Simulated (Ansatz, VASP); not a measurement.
# Cross-check of Os (Osmium) between VASP and Ansatz

One calculation is typed for both programs; each brings its own data sets. How far apart do they land? The structure shown is the end of the Ansatz relaxation below.

Calculated with Ansatz 0.2.0; plane waves, with VASP 6.6.1 beside it; LDA.

## Step 1: Set-up

Symmetry: P6_3/mmc, No. 194, hexagonal system. Conventional cell: a = 2.618 Å, b = 2.618 Å, c = 4.155 Å, α = 90.00°, β = 90.00°, γ = 120.00°. Nearest to Os lie 12 Os at 2.57 to 2.62 Å.

## Step 2: Ansatz: relaxation, LDA

Ansatz runs on its PAW soft_1 files.

This run makes the geometry at which the two programs are then compared.

The input, input.yaml:

```yaml
crystal:
  lattice:
    - [2.618325729, 0.0, 0.0]
    - [-1.3091628645, 2.2675365967, 0.0]
    - [0.0, 0.0, 4.1529977843]
  atoms:
    - { symbol: Os, position: [0.3333333333, 0.6666666667, 0.25] }
    - { symbol: Os, position: [0.6666666667, 0.3333333333, 0.75] }
kpoints:
  mp_grid: { grid: [18, 18, 12] }
hamiltonian:
  xc: lda
  pseudopotentials: { kind: paw, azcp: { folder: soft_1 }, xc_functional: pbe }
scf:
  occupations: { method: methfessel_paxton, width: 0.2 }
output:
  forces: true
  stress: true
  eigenvalues: true
relax:
  adjacent_minimum: "off"
  f_tol: 0.001
  max_steps: 60
  cell: { stress_tol: 0.01, fix: [volume] }
```

The run is started by

```bash
$ ansatz run input.yaml --threads 4 --pin off --max-ram 10240MiB --backend cpu --events-out ev --progress --plain --runs-dir out
```

Numbers of over 12 decimals in the logs are rounded to 6 here.

Output:

```text
Engine: ansatz 0.2.0, aarch64-unknown-linux-gnu
Pseudopotentials: kind: paw
Pseudopotential: Os, paw, valence charge 16, recommended cutoff 420 eV (normal), soft_1/Os.paw.azcp
Functional definition: SPW92
  exchange = slater_x
  correlation = pw_c
Crystal: 2 atoms, lattice volume = 24.657 Å³
Basis set: ecut = 420 eV, 487 PW (Γ)
Bands: 20, of which v1, the nominal top of the filled ones, is band 16 counted from 1 (15 counted from 0)
Symmetry: 24 space group operations
Space group: P63/mmc (ITA 194), of the structure as read, at distance tolerance 2.9e-5 Å
k-points: 259 of 3888
Non-local potential: Os, projectors of the file, l = 0: 3, l = 1: 2, l = 2: 2, l = 3: 1
PAW form: soft (Blöchl's): semilocal exchange-correlation on the pseudo side does not see the compensation charge
PAW frozen core: Os, regenerated for the run's functional, and the local potential with it (the file was generated under x = pbe(κ = 0.804, μ = 0.219515), c = pbe(β = 0.066725))
PAW one-centre angular grid: Os, 590 points (default); XC on 64 Gauss nodes
Initial density: superposition of atomic densities (chi_scale 0.1, normalization cell)
Initial wavefunctions: pseudopotential atomic-orbital guess
Functional: x = slater, c = lda
SCF iter   1: F=—  HF=-22238.870869 eV  |F-HF|=—  |Δ(HF+E_count)|=         —  Δρ=6.11e-2  dr2=6.62e-1  ethr=3.10e-3  ⟨swp⟩=5.0  Hψ=21265  notcnv=0
preconditioner: auto → none  [metal: Δε(μ)=0.045 eV  Ē_g=8.268 eV  σ=0.200 eV  W_gap=0.19  n_scr=8 (ndim 8)  ℏωp=29.9 eV  f_vac=0.000  D(μ)=1.02/eV (n_scr^D=2)  sad-step TF]
SCF iter   2: F=—  HF=-22238.679212 eV  |F-HF|=—  |Δ(HF+E_count)|=   1.92e-1  S|Δr|=    0.00e0  Δρ=3.47e-2  dr2=2.03e-1  ethr=2.07e-3  ⟨swp⟩=2.0  Hψ=8120  notcnv=0  defer=26
SCF iter   3: F=—  HF=-22238.602161 eV  |F-HF|=—  |Δ(HF+E_count)|=   7.71e-2  S|Δr|=    0.00e0  Δρ=1.68e-3  dr2=3.88e-4  ethr=6.36e-4  ⟨swp⟩=2.0  Hψ=8106  notcnv=0  defer=29
SCF iter   4: F=—  HF=-22238.601964 eV  |F-HF|=—  |Δ(HF+E_count)|=   1.97e-4  S|Δr|=    0.00e0  Δρ=2.55e-4  dr2=8.42e-6  ethr=1.21e-6  ⟨swp⟩=2.1  Hψ=8289  notcnv=0  defer=29
SCF iter   5: F=—  HF=-22238.601967 eV  |F-HF|=—  |Δ(HF+E_count)|=   2.82e-6  S|Δr|=    0.00e0  Δρ=5.20e-5  dr2=2.64e-7  ethr=2.63e-8  ⟨swp⟩=2.3  Hψ=8284  notcnv=0  defer=35
SCF iter   6: F=-22238.601967 eV  HF=-22238.601967 eV  |F-HF|=1.81e-9  |Δ(HF+E_count)|=   1.38e-8  S|Δr|=    0.00e0  Δρ=7.54e-6  dr2=7.09e-9  ethr=3.13e-10  ⟨swp⟩=5.9  Hψ=20954  notcnv=0
SCF 1 converged in 6 iterations: F = -22238.601967 eV  dr2 = 7.09e-9
  greatest PAW one-centre occupation: 1.000 electrons in one spin orbital (limit 2), on the Os atom at site 1 (counted from 0), in its partial waves of l = 0
relax step   1: F+E_penalty+E_count = -22238.60196666 eV  Δ(F+E_penalty+E_count) = +0.000e0 eV  max|allowed force component| = 2.498e-16 eV/Å  Δτ_max = 0.0000 Å  P = +60.573 GPa  Ω = 24.657 Å³  fix = [volume]  reactions: volume +60.573 GPa  (6 SCF iters, dr2 threshold 1.00e-7 eV, accepted)
[...]
relax step   2: F+E_penalty+E_count = -22238.60194855 eV  Δ(F+E_penalty+E_count) = +1.811e-5 eV  max|allowed force component| = 8.327e-17 eV/Å  Δτ_max = 0.0000 Å  P = +60.529 GPa  Ω = 24.657 Å³  energy of the carried Pulay correction = -3.008e-6 eV  fix = [volume]  (3 SCF iters, dr2 threshold 2.00e-7 eV, rejected (line search))
[...]
relax step   3: F+E_penalty+E_count = -22238.60199984 eV  Δ(F+E_penalty+E_count) = -3.319e-5 eV  max|allowed force component| = 2.498e-16 eV/Å  Δτ_max = 0.0000 Å  P = +60.552 GPa  Ω = 24.657 Å³  energy of the carried Pulay correction = -1.366e-6 eV  fix = [volume]  reactions: volume +60.552 GPa  (5 SCF iters, accepted)
[...]
relax step   4: F+E_penalty+E_count = -22238.60200119 eV  Δ(F+E_penalty+E_count) = -1.343e-6 eV  max|allowed force component| = 2.220e-16 eV/Å  Δτ_max = 0.0000 Å  P = +60.552 GPa  Ω = 24.657 Å³  fix = [volume]  reactions: volume +60.552 GPa  stress off target by 1.09e-3 GPa on what of the cell is left free  SCF on the basis re-selected at this cell (its energy is not comparable with the rows above)  (4 SCF iters)
basis re-selected at this cell: Δ(F+E_penalty+E_count) = -1.343e-6 eV, ΔP = -0.000 GPa vs the last step (what re-selecting the basis moved, of the pressure what is left beyond the Pulay correction that the steps carried, after the strain that the cell walked since its last selection, with what the two solves' SCF thresholds leave and, on support functions, any second-order correction that the steps lacked; it is no m [...]
SCF converged after 4 iterations
Stability not checked: this state was not tested for a lower state beside it, because cold or Methfessel-Paxton smearing, or corrected tetrahedra, fill the levels in a way that the test cannot read (fill_not_monotonic; see scf.lower_state_search)
Free energy (F): -22238.602001 eV
Harris-Foulkes:  -22238.602001 eV  (|F-HF|=0.00e0)
Internal energy: -22238.602033 eV  (E = F + TS)
E sigma→0 (E₀):  -22238.602009 eV
Entropy (-TS):   0.000032 eV (0.016 meV/atom)
Fermi energy:    29.800981 eV
--- Per-component energies (eV) ---
  E_band       = -22.268184
  E_kinetic    = 1001.305180
  E_local      = -1588.243507  (includes V_loc(G=0)·N_el)
  E_nonlocal   = 407.957138
  E_hartree    = 585.089966
  E_xc         = -471.111512
  E_vxc        = -500.034165  (∫ρ·V_xc dr)
  E_paw        = -17566.192927  (= ΣΔE_a)
  E_vpaw       = -513.433715  (= ΣTr[D̂ρ^β])
  E_aug_tail   = 0.000933  (compensation charges beyond the density's cutoff)
  E_ewald      = -4608.132950
  E_core_change = 0.725646  (= ΣΔE_core)
  E_smearing   = 0.000032  (= −TS)
  E_closure    = 0.000000  (closes the sum)
  Σ components = -22238.602001   (vs F -22238.602001, Δ=0.00e0)
--- Forces (eV/Å), atoms counted from 1 ---
  atom   1  Os     0.00000000    -0.00000000     0.00000000
  atom   2  Os     0.00000000     0.00000000     0.00000000
  max |Σ_I F_I| component: 1.85e-17 eV/Å
--- Stress (GPa, compression-positive) ---
       60.551747      -0.000000       0.000000
        0.000000      60.551747       0.000000
        0.000000       0.000000      60.553383
  P = ⅓ Tr σ = 60.5523 GPa (605.523 kbar)
--- Band table (eV; the first three rows and the last of 259) ---
  k-point 0: bands = [... 12 lower, 26.3565, 27.1247, 27.1247, 27.9757, 27.9757, 29.9718, 31.8292, 31.8292]
  k-point 1: bands = [... 12 lower, 26.2967, 27.0554, 27.0554, 28.1337, 28.1337, 29.6504, 31.8508, 31.8508]
  k-point 2: bands = [... 12 lower, 26.1304, 26.8687, 26.8687, 28.5417, 28.5417, 28.8347, 31.8848, 31.8848]
  k-point 258: bands = [... 12 lower, 25.9015, 25.9015, 28.1056, 28.1056, 31.7794, 31.7794, 39.5337, 39.5337]
--- Relaxed structure (3 steps of the walk, 2 accepted, 1 SCFs on fresh bases) ---
  F+E_penalty+E_count = -22238.60200119 eV   max|allowed force component| = 2.220e-16 eV/Å   (the final SCF, on the basis selected at the relaxed cell)
  cell:  # Å, volume = 24.6570 Å³
    - [2.617572, 0.0, 0.0]
    - [-1.308786, 2.266884, 0.0]
    - [0.0, 0.0, 4.155388]
  atoms:
    - { symbol: Os, position: [0.333333, 0.666667, 0.25] }
    - { symbol: Os, position: [0.666667, 0.333333, 0.750000] }
```

## Step 3: VASP: single point, LDA, pair 1

The same cell, functional (in two slightly different forms), mesh and smearing now go to VASP, with its own data sets.

Lines of VASP's logs that name or quote its potential files are left out, and so is its time.

The input, INCAR:

```
SYSTEM = Os
PREC = Accurate
ENCUT = 600
EDIFF = 1E-06
NELM = 120
ISMEAR = 1
SIGMA = 0.2
LREAL = .FALSE.
ALGO = Normal
GGA = PW92
NBANDS = 14
LASPH = .TRUE.
LORBIT = 11
LWAVE = .FALSE.
LCHARG = .FALSE.
ISIF = 2
GGA_COMPAT = .FALSE.
KPAR = 2
```

The input, POSCAR:

```
Os
1.0
    2.6175724757      0.0000000000      0.0000000000
   -1.3087862379      2.2668842602      0.0000000000
    0.0000000000      0.0000000000      4.1553883269
Os
2
Direct
    0.3333333334      0.6666666668      0.2500000000
    0.6666666668      0.3333333334      0.7500000000
```

The input, KPOINTS:

```
Automatic mesh
0
Gamma
18 18 12
0 0 0
```

The projector-augmented-wave data sets are Os (LDA family, release 64).

The run is started by

```bash
$ mpirun -np 2 vasp_std
```

Output:

```text
[banner, memory and clock lines left out]
running    2 mpi-ranks, on    1 nodes
 distrk:  each k-point on    1 cores,    2 groups
 distr:  one band on    1 cores,    1 groups

 POSCAR found type information on POSCAR Os
 POSCAR found :  1 types and       2 ions
|                                                                             |
|               ----> ADVICE to this user running VASP <----                  |
|                                                                             |
|     You enforced a specific xc type in the INCAR file but a different       |
|     [... a line on the potential file left out ...]
|     I HOPE YOU KNOW WHAT YOU ARE DOING!                                     |
|                                                                             |

 LDA part: xc-table for (Slater(with rela. corr.)+PW92), standard interpolation
 POSCAR, INCAR and KPOINTS ok, starting setup
 FFT: planning ... GRIDC
 FFT: planning ... GRID_SOFT
 FFT: planning ... GRID
 WAVECAR not read
 entering main loop
       N       E                     dE             d eps       ncg     rms          rms(c)
DAV:   1     0.120192139560E+03    0.12019E+03   -0.84148E+03  7252   0.125E+03
DAV:   2    -0.204572974899E+02   -0.14065E+03   -0.12443E+03  7366   0.375E+02
DAV:   3    -0.262029785869E+02   -0.57457E+01   -0.55382E+01  9616   0.687E+01
DAV:   4    -0.262531554251E+02   -0.50177E-01   -0.50000E-01  7918   0.629E+00
DAV:   5    -0.262534004514E+02   -0.24503E-03   -0.24501E-03  9524   0.412E-01    0.422E+01
DAV:   6    -0.251891781622E+02    0.10642E+01   -0.72561E-01  9016   0.764E+00    0.209E+01
DAV:   7    -0.248168330421E+02    0.37235E+00   -0.61040E-01  9052   0.680E+00    0.105E+00
DAV:   8    -0.248081433569E+02    0.86897E-02   -0.95469E-03  7468   0.844E-01    0.217E-01
DAV:   9    -0.248076279209E+02    0.51544E-03   -0.11568E-03  9292   0.337E-01    0.411E-02
DAV:  10    -0.248076130481E+02    0.14873E-04   -0.14215E-05  8292   0.328E-02    0.751E-03
DAV:  11    -0.248076100656E+02    0.29825E-05   -0.11379E-06  6692   0.151E-02    0.282E-03
DAV:  12    -0.248076100226E+02    0.42965E-07   -0.63934E-08  4328   0.220E-03
   1 F= -.24807610E+02 E0= -.24807626E+02  d E =0.464497E-04
```

Parts of OUTCAR (step 3):

```text
ion  position               nearest neighbor table
   1  0.333  0.667  0.250-   2 2.57   2 2.57   2 2.57   2 2.57   2 2.57   2 2.57
   2  0.667  0.333  0.750-   1 2.57   1 2.57   1 2.57   1 2.57   1 2.57   1 2.57

  LATTYP: Found a hexagonal cell.
 ALAT       =     2.6175724757
 C/A-ratio  =     1.5874969520

 Subroutine GETGRP returns: Found 24 space group operations
 (whereof 12 operations were pure point group operations)

The static configuration has the point symmetry D_3d.
 The point group associated with its full space group is D_6h.

 Found    259 irreducible k-points:

   k-points           NKPTS =    259   k-points in BZ     NKDIM =    259   number of bands    NBANDS=     14

   dimension x,y,z NGX =    24 NGY =   24 NGZ =   36
   dimension x,y,z NGXF=    48 NGYF=   48 NGZF=   72

   ENCUT  =  600.0 eV  44.10 Ry    6.64 a.u.   5.23  5.23  8.30*2*pi/ulx,y,z

   NELECT =      16.0000    total number of electrons

 k-points in reciprocal lattice and weights: Automatic mesh
   0.00000000  0.00000000  0.00000000       0.000
   0.05555556  0.00000000  0.00000000       0.002
   0.11111111  0.00000000  0.00000000       0.002
   0.16666667  0.00000000  0.00000000       0.002
   0.22222222  0.00000000  0.00000000       0.002
   0.27777778  0.00000000  0.00000000       0.002
   0.33333333  0.00000000  0.00000000       0.002
   0.38888889  0.00000000  0.00000000       0.002
   0.44444444  0.00000000  0.00000000       0.002
[...]
0.33333333  0.27777778  0.50000000       0.003
   0.33333333  0.33333333  0.50000000       0.001

 average (electrostatic) potential at core
       1 -41.5248       2 -41.5248

 E-fermi :  11.4524

 k-point     1 :       0.0000    0.0000    0.0000
  band No.  band energies     occupation
    ...
      5       7.9938      2.00000
      6       8.7655      2.00000
      7       8.7655      2.00000
      8       9.6173      2.00000
      9       9.6173      2.00000
     10      11.6429     -0.03898
     11      13.4741     -0.00000
     12      13.4741     -0.00000
     13      22.0647      0.00000
     14      25.4899      0.00000

 k-point     2 :       0.0556    0.0000    0.0000
  band No.  band energies     occupation
    ...
      6       8.6711      2.00000
      7       8.8906      2.00000
      8       9.4289      2.00000
      9       9.5045      2.00000
     10      10.9074      2.00080
     11      13.5574     -0.00000
     12      14.4204     -0.00000
     13      22.0740      0.00000
     14      25.8134      0.00000

 k-point     3 :       0.1111    0.0000    0.0000
  band No.  band energies     occupation
    ...
      6       8.7137      2.00000
      7       8.7795      2.00000
      8       9.2079      2.00000
      9       9.2604      2.00000
     10      10.1184      2.00000
     11      13.7676     -0.00000
     12      16.0030      0.00000
     13      22.0557      0.00000
     14      26.7184      0.00000

  Total        9.7095858      9.7095858      9.6767165     -0.0000000      0.0000000     -0.0000000
  in kB      630.9160973    630.9160973    628.7802957     -0.0000000      0.0000000     -0.0000000
  external PRESSURE =     630.2041634 kB  Pullay stress =       0.0000000 kB

  energy-cutoff  :      600.00
  volume of cell :       24.66
      direct lattice vectors                 reciprocal lattice vectors
     2.617572476  0.000000000  0.000000000     0.382033357  0.220567061  0.000000000
    -1.308786238  2.266884260  0.000000000     0.000000000  0.441134123  0.000000000
     0.000000000  0.000000000  4.155388327     0.000000000  0.000000000  0.240651396

 POSITION                                       TOTAL-FORCE (eV/Angst)
 -----------------------------------------------------------------------------------
     -0.00000      1.51126      1.03885        -0.000000      0.000000      0.000000
      1.30879      0.75563      3.11654         0.000000     -0.000000      0.000000
 -----------------------------------------------------------------------------------
    total drift:                               -0.000000     -0.000000      0.000000

  FREE ENERGIE OF THE ION-ELECTRON SYSTEM (eV)
  ---------------------------------------------------
  free  energy   TOTEN  =       -24.8076100226 eV

  energy  without entropy=      -24.8076564723  energy(sigma->0) =      -24.80762551

 total charge
# of ion       s       p       d       tot
------------------------------------------
    1        0.743   0.958   6.478   8.179
    2        0.743   0.958   6.478   8.179
--------------------------------------------------
tot          1.487   1.916  12.956  16.359

[... 3 further parts left out ...]
```

The run ends at a pressure of 63.02 GPa.

## Step 4: Comparison

Known differences besides the potentials themselves: the data sets hold 32 valence electrons in Ansatz (on its PAW soft_1 files) and 16 in VASP; the cutoff is 420 eV in Ansatz and 600 eV in VASP; VASP's log shows a relativistic correction to its local exchange, Ansatz's none; Ansatz's pressure holds a Pulay correction, VASP's none. Total energies have different zeros and are not compared.

The two programs side by side:

| quantity | Ansatz | VASP | difference |
| --- | --- | --- | --- |
| pressure (GPa) | 60.55 | 63.02 | -2.47 |

## Step 5: Ansatz: relaxation, LDA

This run makes the geometry at which the two programs are then compared. The cell compared in this pair holds 25.20 Å³, against 24.66 Å³ for the pair before.

The structure compared here is the end of the Ansatz relaxation.

input.yaml: that of step 2 with these lines changed.

```diff
@@ -2,5 +2,5 @@
   lattice:
-    - [2.618325729, 0.0, 0.0]
-    - [-1.3091628645, 2.2675365967, 0.0]
-    - [0.0, 0.0, 4.1529977843]
+    - [2.6383542881, 0.0, 0.0]
+    - [-1.319177144, 2.2848818377, 0.0]
+    - [0.0, 0.0, 4.1810767175]
   atoms:
```

The run is started by

```bash
$ ansatz run input.yaml --threads 4 --pin off --max-ram 10240MiB --backend cpu --events-out ev --progress --plain --runs-dir out
```

Output:

```text
[...]
Crystal: 2 atoms, lattice volume = 25.205 Å³
Basis set: ecut = 420 eV, 511 PW (Γ)
Bands: 20, of which v1, the nominal top of the filled ones, is band 16 counted from 1 (15 counted from 0)
Symmetry: 24 space group operations
[...]
k-points: 259 of 3888
[...]
k-point 258: bands = [... 12 lower, 25.2284, 25.2284, 27.4094, 27.4094, 30.9573, 30.9573, 38.5226, 38.5226]
--- Relaxed structure (3 steps of the walk, 2 accepted, 1 SCFs on fresh bases) ---
[...]
cell:  # Å, volume = 25.2049 Å³
    - [2.637579, -2.8859098038986955e-11, 0.0]
    - [-1.318789, 2.284210, 0.0]
    - [0.0, 0.0, 4.183536]
  atoms:
    - { symbol: Os, position: [0.333333, 0.666667, 0.25] }
    - { symbol: Os, position: [0.666667, 0.333333, 0.75] }
[key lines of the parts left out:]
SCF converged after 4 iterations
Free energy (F): -22238.782919 eV
Fermi energy:    29.042419 eV
P = ⅓ Tr σ = 45.5342 GPa (455.342 kbar)
```

## Step 6: VASP: single point, LDA, pair 2

The same cell, functional (in two slightly different forms), mesh and smearing now go to VASP, with its own data sets.

INCAR is that of step 3.

The input, POSCAR:

```
Os
1.0
    2.6375788155      0.0000000000      0.0000000000
   -1.3187894077      2.2842102587      0.0000000000
    0.0000000000      0.0000000000      4.1835356294
Os
2
Direct
    0.3333333334      0.6666666668      0.2500000000
    0.6666666668      0.3333333334      0.7500000000
```

KPOINTS is that of step 3.

The run is started by

```bash
$ mpirun -np 2 vasp_std
```

Output:

```text
[banner, memory and clock lines left out]
running    2 mpi-ranks, on    1 nodes
[...]
[... a notice as in an earlier step ...]

 LDA part: xc-table for (Slater(with rela. corr.)+PW92), standard interpolation
 POSCAR, INCAR and KPOINTS ok, starting setup
[...]
entering main loop
       N       E                     dE             d eps       ncg     rms          rms(c)
DAV:   1     0.119644910557E+03    0.11964E+03   -0.83985E+03  7252   0.125E+03
DAV:   2    -0.206029581927E+02   -0.14025E+03   -0.12349E+03  7414   0.374E+02
DAV:   3    -0.264107318191E+02   -0.58078E+01   -0.55767E+01  9526   0.688E+01
DAV:   4    -0.264637105293E+02   -0.52979E-01   -0.52730E-01  7996   0.637E+00
[...]
DAV:  10    -0.249964385533E+02    0.71024E-05   -0.16123E-05  8496   0.316E-02    0.837E-03
DAV:  11    -0.249964345073E+02    0.40460E-05   -0.14097E-06  6614   0.161E-02    0.196E-03
DAV:  12    -0.249964344545E+02    0.52789E-07   -0.76618E-08  4442   0.240E-03
   1 F= -.24996434E+02 E0= -.24996474E+02  d E =0.117553E-03
```

OUTCAR, selected parts (step 6):

```text
  Total        7.4861574      7.4861574      7.4546151      0.0000000      0.0000000      0.0000000
  in kB      475.8658489    475.8658489    473.8608325      0.0000000      0.0000000      0.0000000
  external PRESSURE =     475.1975101 kB  Pullay stress =       0.0000000 kB

 POSITION                                       TOTAL-FORCE (eV/Angst)
 -----------------------------------------------------------------------------------
      0.00000      1.52281      1.04588        -0.000000      0.000000      0.000000
      1.31879      0.76140      3.13765         0.000000      0.000000      0.000000
 -----------------------------------------------------------------------------------
    total drift:                               -0.000000     -0.000000      0.000000

  FREE ENERGIE OF THE ION-ELECTRON SYSTEM (eV)
  ---------------------------------------------------
  free  energy   TOTEN  =       -24.9964344545 eV

  energy  without entropy=      -24.9965520072  energy(sigma->0) =      -24.99647364

[... 1 part as in an earlier step ...]

[... 2 further parts left out ...]
[key lines of the parts left out:]
E-fermi :  11.0738
```

The run ends at a pressure of 47.52 GPa.

(Continued in part 2 of 2.)

[Lines on the potential files, build, host, timing and source positions are cut from VASP's logs without a mark.]

[Logs are printed without paths, hosts, clocks, repeated set-up lines and the standing remarks that a program may print on its own settings, such as how far it seeks lower states.]

[Hosts, paths, dates, database ids (printed as entryN), source tags and the programs' standing remarks are cut or masked in the printed files.]
